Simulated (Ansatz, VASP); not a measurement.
# Two plane-wave programs on BPd4

```
CELL_PARAMETERS angstrom
2.89203 0.00000 0.00000
0.00000 4.36501 0.00000
0.00000 0.00000 5.85632
ATOMIC_POSITIONS crystal
Pd 0.50000 0.00000 0.19758
Pd 0.00000 0.00000 0.61947
Pd 0.00000 0.50000 0.32916
Pd 0.50000 0.50000 0.86756
B 0.50000 0.00000 0.86323
```

The cell comes from a database or a generator and needn't be the stable form of this composition.

Alike in both runs: task band structure; functional PBE; k mesh 7 × 5 × 4; occupations fermi-dirac, width 0.05 eV; no spin polarisation.

|  | VASP | Ansatz |
| --- | --- | --- |
| version | VASP 6.6.1 | Ansatz 0.2.0 |
| potentials or method | VASP PAW PBE potentials, release 64 (Pd, B) | Ansatz PAW |
| plane-wave cutoff (eV) | 520 | 420 |
| valence electrons in the cell | 43 | 75 |

```tsv
	VASP	Ansatz	Ansatz less VASP
gap on the k mesh at the Fermi level (eV)	none	none	-
pressure (GPa)	-1.2	-1.2	-0.04
largest component of the traceless stress (GPa)	0.21	0.35	+0.142
rms of the force components (eV/Å)	0.058	0.076	+0.0186
```

Atom by atom the forces differ by 0.022 eV/Å (rms over components). A gap of «none» marks a metal or a gap that the smearing closes. With one functional, cell and mesh, what is left measures potentials, basis and numerics. The two sets of potentials don't hold the same shells in valence.
